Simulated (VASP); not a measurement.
Energy against volume of PtAl$_{2}$ (fluorite). Computed with LDA (Ceperley-Alder, Perdew-Zunger), VASP's LDA PAW potentials (set 64) (plane waves; VASP).

```csv
V (Å³/atom),E (eV/atom)
15.742,-6.17155
16.244,-6.19530
16.747,-6.20277
17.249,-6.19639
17.752,-6.17822
```

Problem. Fit a third-order Birch-Murnaghan equation of state.

Solution. 
- volume per atom = 16.75 Å³/atom
- bulk modulus = 147 GPa
- pressure derivative of the bulk modulus = 4.38
- lattice constant a = 5.858 Å

The compound is PtAl2 in the fluorite structure. It was relaxed first.
